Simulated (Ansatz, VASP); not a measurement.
# Cross-check of SiO2 (Stishovite) between VASP and Ansatz

Wanted: the spread between two codes on one cell, functional and k mesh. The cell is taken from a series of runs on this material, whose earlier steps may have relaxed, scaled, displaced or heated it; both programs get it as it stands.

Main program and level: Ansatz 0.2.0; plane waves, with VASP 6.6.1 beside it; single point at HSE06.

## Step 1: Set-up

The structure is tetragonal, space group P4_2/mnm (No. 136). The conventional cell has a = 4.177 Å, b = 4.177 Å, c = 2.665 Å, α = 90.00°, β = 90.00°, γ = 90.00°. Si has 6 O at 1.76 to 1.80 Å nearest. Nearest to O lie 3 Si at 1.76 to 1.80 Å. Farther neighbours and most contacts between anions are not listed.

Structure file:

```xyz
6
Lattice="4.1773 0.0000 0.0000 0.0000 4.1773 0.0000 0.0000 0.0000 2.6652" Properties=species:S:1:pos:R:3 pbc="T T T"
Si    0.0000    0.0000    0.0000
Si    2.0886    2.0886    1.3326
O     1.2761    1.2761    0.0000
O     0.8125    3.3648    1.3326
O     2.9012    2.9012    0.0000
O     3.3648    0.8125    1.3326
```

## Step 2: VASP: single point, HSE06

With cell and atoms fixed, the geometry can't cause a difference; cores, projectors, grids and the points listed under the comparison can.

Lines of VASP's logs that name or quote its potential files are left out, and so is its time.

The run reads the wave functions of an earlier VASP run, which isn't shown here.

INCAR

```
SYSTEM = SiO2
PREC = Accurate
ENCUT = 520
EDIFF = 1E-06
NELM = 100
ISMEAR = 0
SIGMA = 0.01
LREAL = .FALSE.
ALGO = Normal
LHFCALC = .TRUE.
AEXX = 0.25
GGA = PE
HFSCREEN = 0.208
LASPH = .TRUE.
NBANDS = 22
PRECFOCK = Fast
LORBIT = 11
LWAVE = .FALSE.
LCHARG = .FALSE.
KPAR = 8
ISIF = 2
```

POSCAR

```
SiO2
1.0
    4.1773000000      0.0000000000      0.0000000000
    0.0000000000      4.1773000000      0.0000000000
    0.0000000000      0.0000000000      2.6652000000
Si O
2 4
Direct
    0.0000000000      0.0000000000      0.0000000000
    0.5000000000      0.5000000000      0.5000000000
    0.3054891560      0.3054891560      0.0000000000
    0.1945108440      0.8054891560      0.5000000000
    0.6945108440      0.6945108440      0.0000000000
    0.8054891560      0.1945108440      0.5000000000
```

KPOINTS

```
Automatic mesh
0
Gamma
4 4 6
0 0 0
```

The projector-augmented-wave data sets are Si and O (PBE family, release 64).

The run is started by

```console
> mpirun -np 8 vasp_std
```

Numbers of over 12 decimals in the logs are rounded to 6 here.

Log:

```text
[banner, memory and clock lines left out]
running    8 mpi-ranks, on    1 nodes
 distrk:  each k-point on    1 cores,    8 groups
 distr:  one band on    1 cores,    1 groups

 POSCAR found type information on POSCAR SiO
 POSCAR found :  2 types and       6 ions
|                                                                             |
|           W    W    AA    RRRRR   N    N  II  N    N   GGGG   !!!           |
|           W    W   A  A   R    R  NN   N  II  NN   N  G    G  !!!           |
|           W    W  A    A  R    R  N N  N  II  N N  N  G       !!!           |
|           W WW W  AAAAAA  RRRRR   N  N N  II  N  N N  G  GGG   !            |
|           WW  WW  A    A  R   R   N   NN  II  N   NN  G    G                |
|           W    W  A    A  R    R  N    N  II  N    N   GGGG   !!!           |
|                                                                             |
|     For optimal performance we recommend to set                             |
|       NCORE = 2 up to number-of-cores-per-socket                            |
|     NCORE specifies how many cores store one orbital (NPAR=cpu/NCORE).      |
|     This setting can greatly improve the performance of VASP for DFT.       |
|     The default, NCORE=1 might be grossly inefficient on modern             |
|     multi-core architectures or massively parallel machines. Do your        |
|     Unfortunately you need to use the default for GW and RPA                |
|     calculations (for HF NCORE is supported but not extensively tested      |
|     yet).                                                                   |
|                                                                             |

 LDA part: xc-table for (Slater+PW92), standard interpolation
 found WAVECAR, reading the header
 POSCAR, INCAR and KPOINTS ok, starting setup
 FFT: planning ... GRIDC
 FFT: planning ... GRID_SOFT
 FFT: planning ... GRID
 reading WAVECAR
 the WAVECAR file was read successfully
 initial charge from wavefunction
 entering main loop
       N       E                     dE             d eps       ncg     rms          rms(c)
DAV:   1    -0.572903816039E+02   -0.57290E+02   -0.96399E-01  1152   0.813E+00    0.397E+00
DAV:   2    -0.572960806699E+02   -0.56991E-02   -0.26872E-02  1296   0.116E+00    0.298E+00
DAV:   3    -0.572931991227E+02    0.28815E-02   -0.19221E-03  1278   0.291E-01    0.176E+00
DAV:   4    -0.572924821221E+02    0.71700E-03   -0.70526E-04  1224   0.164E-01    0.986E-01
DAV:   5    -0.572922779891E+02    0.20413E-03   -0.12774E-04  1266   0.819E-02    0.550E-01
DAV:   6    -0.572922128977E+02    0.65091E-04   -0.38867E-05  1248   0.515E-02    0.309E-01
DAV:   7    -0.572921939437E+02    0.18954E-04   -0.11841E-05  1260   0.298E-02    0.173E-01
DAV:   8    -0.572921884731E+02    0.54706E-05   -0.30744E-06  1168   0.153E-02    0.972E-02
DAV:   9    -0.572921869407E+02    0.15324E-05   -0.90236E-07   852   0.841E-03    0.552E-02
DAV:  10    -0.572921865804E+02    0.36023E-06   -0.36651E-07   684   0.550E-03
   1 F= -.57292187E+02 E0= -.57292187E+02  d E =-.165467E-45
```

Parts of OUTCAR (step 2):

```text
ion  position               nearest neighbor table
   1  0.000  0.000  0.000-   4 1.76   6 1.76   4 1.76   6 1.76   5 1.80   3 1.80
   2  0.500  0.500  0.500-   3 1.76   5 1.76   3 1.76   5 1.76   4 1.80   6 1.80
   3  0.305  0.305  0.000-   2 1.76   2 1.76   1 1.80
   4  0.195  0.805  0.500-   1 1.76   1 1.76   2 1.80
   5  0.695  0.695  0.000-   2 1.76   2 1.76   1 1.80
   6  0.805  0.195  0.500-   1 1.76   1 1.76   2 1.80

  LATTYP: Found a simple tetragonal cell.
 ALAT       =     4.1773000000
 C/A-ratio  =     0.6380197735

 Subroutine GETGRP returns: Found 16 space group operations
 (whereof  8 operations were pure point group operations)

The static configuration has the point symmetry D_2h.
 The point group associated with its full space group is D_4h.

 Found     24 irreducible k-points:

   k-points           NKPTS =     24   k-points in BZ     NKDIM =     96   number of bands    NBANDS=     22

   dimension x,y,z NGX =    32 NGY =   32 NGZ =   20
   dimension x,y,z NGXF=    64 NGYF=   64 NGZF=   40

   ENCUT  =  520.0 eV  38.22 Ry    6.18 a.u.   7.77  7.77  4.96*2*pi/ulx,y,z

   NELECT =      32.0000    total number of electrons

 k-points in reciprocal lattice and weights: Automatic mesh
   0.00000000  0.00000000  0.00000000       0.010
   0.25000000  0.00000000  0.00000000       0.042
   0.50000000  0.00000000  0.00000000       0.021
   0.25000000  0.25000000  0.00000000       0.042
   0.50000000  0.25000000  0.00000000       0.042
   0.50000000  0.50000000  0.00000000       0.010
   0.00000000  0.00000000  0.16666667       0.021
   0.25000000  0.00000000  0.16666667       0.083
   0.50000000  0.00000000  0.16666667       0.042
[...]
0.50000000  0.25000000  0.50000000       0.042
   0.50000000  0.50000000  0.50000000       0.010

  exchange ACFDT corr.  =         0.00000000  see jH, gK, PRB 81, 115126

 average (electrostatic) potential at core
       1 -77.6731       2 -77.6731       3 -60.6190       4 -60.6190       5 -60.6190
       6 -60.6190

 E-fermi :   6.9735

 k-point     1 :       0.0000    0.0000    0.0000
  band No.  band energies     occupation
    ...
     12       3.7937      2.00000
     13       4.4768      2.00000
     14       6.0422      2.00000
     15       6.0422      2.00000
     16       6.8757      2.00000
     17      14.5899      0.00000
     18      15.6322      0.00000
     19      17.4805      0.00000
     20      17.4805      0.00000
     21      20.0239      0.00000
    ...

 k-point     2 :       0.2500    0.0000    0.0000
  band No.  band energies     occupation
    ...
     12       3.9422      2.00000
     13       4.5146      2.00000
     14       4.7651      2.00000
     15       5.9230      2.00000
     16       6.4022      2.00000
     17      15.5047      0.00000
     18      16.1977      0.00000
     19      17.6730      0.00000
     20      17.6919      0.00000
     21      20.6981      0.00000
    ...

 k-point     3 :       0.5000    0.0000    0.0000
  band No.  band energies     occupation
    ...
     12       2.8202      2.00000
     13       4.2799      2.00000
     14       4.2799      2.00000
     15       5.7939      2.00000
     16       5.7939      2.00000
     17      16.8265      0.00000
     18      16.8265      0.00000
     19      18.0947      0.00000
     20      18.0947      0.00000
     21      20.1496      0.00000
    ...

  Total       -0.1965427     -0.1965427     -0.1222717      0.0000000      0.0000000      0.0000000
  in kB       -6.7709006     -6.7709006     -4.2122621      0.0000000      0.0000000      0.0000000
  external PRESSURE =      -5.9180211 kB  Pullay stress =       0.0000000 kB

  energy-cutoff  :      520.00
  volume of cell :       46.51
      direct lattice vectors                 reciprocal lattice vectors
     4.177300000  0.000000000  0.000000000     0.239389079  0.000000000  0.000000000
     0.000000000  4.177300000  0.000000000     0.000000000  0.239389079  0.000000000
     0.000000000  0.000000000  2.665200000     0.000000000  0.000000000  0.375206363

 POSITION                                       TOTAL-FORCE (eV/Angst)
 -----------------------------------------------------------------------------------
      0.00000      0.00000      0.00000         0.000000      0.000000      0.000000
      2.08865      2.08865      1.33260         0.000000      0.000000      0.000000
      1.27612      1.27612      0.00000         0.090184      0.090184     -0.000000
      0.81253      3.36477      1.33260        -0.090184      0.090184      0.000000
      2.90118      2.90118      0.00000        -0.090184     -0.090184      0.000000
      3.36477      0.81253      1.33260         0.090184     -0.090184      0.000000
 -----------------------------------------------------------------------------------
    total drift:                               -0.000010     -0.000008     -0.000000

  FREE ENERGIE OF THE ION-ELECTRON SYSTEM (eV)
  ---------------------------------------------------
  free  energy   TOTEN  =       -57.2921865804 eV

  energy  without entropy=      -57.2921865804  energy(sigma->0) =      -57.29218658

 total charge
# of ion       s       p       d       tot
------------------------------------------
    1        0.587   0.879   0.000   1.466
    2        0.587   0.879   0.000   1.466
    3        1.556   3.719   0.000   5.275
    4        1.556   3.719   0.000   5.275
    5        1.556   3.719   0.000   5.275
    6        1.556   3.719   0.000   5.275
--------------------------------------------------
tot          7.396  16.634   0.000  24.030

[... 3 further parts left out ...]
```

The run ends at a pressure of -0.59 GPa, with forces up to 0.13 eV/Å.

[end of part 1 of 2]

[Lines on the potential files, build, host, timing and source positions are cut from VASP's logs without a mark.]

[Logs are printed without paths, hosts, clocks, repeated set-up lines and the standing remarks that a program may print on its own settings, such as how far it seeks lower states.]

[Hosts, paths, dates, database ids (printed as entryN), source tags and the programs' standing remarks are cut or masked in the printed files.]
